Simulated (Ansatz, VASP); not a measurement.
# Cross-check of Y11Al5Si14O52 (amorphous 64SiO2-25Y2O3-11Al2O3 (mol %)) between VASP and Ansatz

Aim: how closely do two programs agree when they are given the same cell, functional and k mesh? The cell is taken from a series of runs on this material, whose earlier steps may have relaxed, scaled, displaced or heated it; both programs get it as it stands.

Method: plane waves, with VASP 6.6.1 beside it; single point at revPBE, in Ansatz 0.2.0.

## (1) The structure

The cell holds 164 atoms: 28 Si, 22 Y, 10 Al and 104 O. Its edges and angles: a = 13.216 Å, b = 13.216 Å, c = 13.216 Å, α = 90.0°, β = 90.0°, γ = 90.0°. As first built, before any earlier steps moved the atoms (in the runner's words): 164 atoms (28 Si, 22 Er, 10 Al, 104 O) placed at random at 4.5 g/cm^3, melted at 5000 K for 10 ps at fixed volume with the Morse and Coulomb pair potential with partial charges (Pedone, Malavasi, Menziani, Cormack and Segre, J. Phys. Chem. B 110, 11780 (2006)). Quenched from 5000 K to 300 K at 30 K/ps and fixed volume, held 10 ps at zero pressure, then minimised at fixed cell. Then Er was replaced by Y and the cell scaled by 1.01 (the potential has no terms for the new elements, so the cell is a start for a DFT relaxation).

## (2) VASP: single point, revPBE

With cell and atoms fixed, the geometry can't cause a difference; cores, projectors, grids and the points listed under the comparison can.

Lines of VASP's logs that name or quote its potential files are left out, and so is its time.

INCAR

```
SYSTEM = Y11Al5Si14O52
PREC = Accurate
ENCUT = 520
EDIFF = 1E-06
NELM = 120
ISMEAR = 0
SIGMA = 0.01
LREAL = Auto
ALGO = Normal
GGA = RE
NBANDS = 618
LASPH = .TRUE.
LORBIT = 11
LWAVE = .FALSE.
LCHARG = .FALSE.
ISIF = 2
GGA_COMPAT = .FALSE.
EFERMI = MIDGAP
```

POSCAR

```
Y11Al5Si14O52
1.0
   13.2160600000      0.0000000000      0.0000000000
    0.0000000000     13.2160600000      0.0000000000
    0.0000000000      0.0000000000     13.2160600000
Si Y Al O
28 22 10 104
Direct
    0.0639700000      0.2428300000      0.8963100000
    0.5435400000      0.0393800000      0.0511700000
    0.6661600000      0.9470000000      0.4814600000
    0.4917500000      0.9145400000      0.8630100000
    0.5724400000      0.2895900000      0.3482800000
    0.3697600000      0.2600000000      0.9176000000
    0.0515400000      0.6281900000      0.8225400000
    0.2471500000      0.6012900000      0.9338300000
    0.6850900000      0.3409000000      0.1577300000
    0.7513400000      0.6332500000      0.3710100000
    0.3086800000      0.8314100000      0.5443100000
    0.1879700000      0.1342800000      0.7221000000
    0.7193900000      0.4808900000      0.8243000000
    0.3820700000      0.1880500000      0.5843300000
    0.1531300000      0.6636000000      0.4848200000
    0.8571100000      0.3794700000      0.5548500000
    0.4217400000      0.1329600000      0.2421300000
    0.4648000000      0.6764800000      0.8627600000
    0.3676800000      0.4357800000      0.0513700000
    0.0246300000      0.5113900000      0.6288300000
    0.3949700000      0.7549000000      0.1907300000
    0.9870400000      0.0550900000      0.6187900000
    0.9307600000      0.8814200000      0.2411800000
    0.8659200000      0.1901500000      0.1641700000
    0.3069500000      0.9381600000      0.3294500000
    0.8580100000      0.2880300000      0.7772500000
    0.8475900000      0.5103200000      0.1977000000
    0.7038800000      0.8526600000      0.7983200000
    0.9812600000      0.0015100000      0.0034800000
    0.9322400000      0.8433600000      0.7715500000
[... 128 atom lines left out ...]
    0.6167000000      0.4090500000      0.8261000000
    0.4629700000      0.2618400000      0.6378200000
    0.6306400000      0.1025200000      0.9957000000
    0.3505700000      0.6315800000      0.8784100000
    0.7885000000      0.7876400000      0.8587700000
    0.9372500000      0.2915000000      0.1379900000
```

KPOINTS

```
Automatic mesh
0
Gamma
1 1 1
0 0 0
```

PAW data sets: Si, Y_sv, Al and O (PBE family, release 64).

On the command line:

```console
$ export OMP_NUM_THREADS=3
$ mpirun -np 1 vasp_gam
```

Numbers of over 12 decimals in the logs are rounded to 6 here.

Log:

```text
[banner, memory and clock lines left out]
running    1 mpi-ranks, on    1 nodes
[...]
Offloading initialized ...    1 GPUs detected
[...]
|                                                                             |
|               ----> ADVICE to this user running VASP <----                  |
|                                                                             |
|     You enforced a specific xc type in the INCAR file but a different       |
|     [... a line on the potential file left out ...]
|     I HOPE YOU KNOW WHAT YOU ARE DOING!                                     |
|                                                                             |

 LDA part: xc-table for (Slater+PW92), standard interpolation
 POSCAR, INCAR and KPOINTS ok, starting setup
[...]
entering main loop
       N       E                     dE             d eps       ncg     rms          rms(c)
DAV:   1     0.103133781795E+05    0.10313E+05   -0.60001E+05  1236   0.165E+03
DAV:   2    -0.522104799522E+03   -0.10835E+05   -0.10444E+05  1526   0.433E+02
DAV:   3    -0.145386201232E+04   -0.93176E+03   -0.92567E+03  1464   0.130E+02
DAV:   4    -0.150620371816E+04   -0.52342E+02   -0.52184E+02  1832   0.236E+01
[...]
DAV:  19    -0.128761177449E+04    0.55381E-05   -0.96962E-05  1584   0.173E-02    0.112E-02
DAV:  20    -0.128761177370E+04    0.79383E-06   -0.17225E-05  1392   0.640E-03    0.648E-03
DAV:  21    -0.128761177326E+04    0.43742E-06   -0.27369E-06  1072   0.299E-03
   1 F= -.12876118E+04 E0= -.12876118E+04  d E =0.000000E+00
```

From OUTCAR (step 2):

```text
  Total       63.2675706     32.3404445     44.5545977     -1.1577939     -7.3883899      3.1635258
  in kB       43.9122546     22.4465997     30.9241025     -0.8035925     -5.1280752      2.1957149
  external PRESSURE =      32.4276523 kB  Pullay stress =       0.0000000 kB

 POSITION                                       TOTAL-FORCE (eV/Angst)
[...]
5.05792      5.90758      2.22677        -0.306851      0.181657      2.550217
     11.55850      4.08429      8.70119         0.393777     -0.583978     -0.451636
      4.46306      6.04437      8.50771         0.285523     -0.247891      0.174218
     12.55394     12.11609      4.73677         0.056551      0.453530      0.766669
     10.73144     11.84450      2.83881        -1.362914      0.194231     -0.713366
      4.51355      4.52333     10.98479        -0.470083      0.769211     -0.972546
     12.21891      6.37543      7.46020        -0.464751      0.895650     -0.413853
      9.38525      7.13892     12.34393         0.330754      0.239150      0.731123
      6.20309     13.01081     12.73090        -0.918191      0.181152      0.334110
      1.35108      7.76880      7.51359         0.268275      0.017770      0.244292
     10.71281      7.99492      3.46525        -0.226375      1.288379      0.076030
      1.36363      4.35615     12.87020         0.284249      1.023891      0.524697
     11.46705      1.23451      1.27020        -0.281031     -1.622688     -0.938915
      3.66547      6.79913      0.20604        -0.940347     -0.473491      0.460014
[...]
-----------------------------------------------------------------------------------
    total drift:                               -0.027450     -0.021224      0.031426

  FREE ENERGIE OF THE ION-ELECTRON SYSTEM (eV)
  ---------------------------------------------------
  free  energy   TOTEN  =     -1287.6117732607 eV

  energy  without entropy=    -1287.6117732607  energy(sigma->0) =    -1287.61177326

[... 3 further parts left out ...]
[key lines of the parts left out:]
E-fermi :   3.9776
```

The run ends at a pressure of 3.24 GPa, with forces up to 3.3 eV/Å.

(Continued in part 2 of 2.)

[Lines on the potential files, build, host, timing and source positions are cut from VASP's logs without a mark.]

[Logs are printed without paths, hosts, clocks, repeated set-up lines and the standing remarks that a program may print on its own settings, such as how far it seeks lower states.]

[Hosts, paths, dates, database ids (printed as entryN), source tags and the programs' standing remarks are cut or masked in the printed files.]
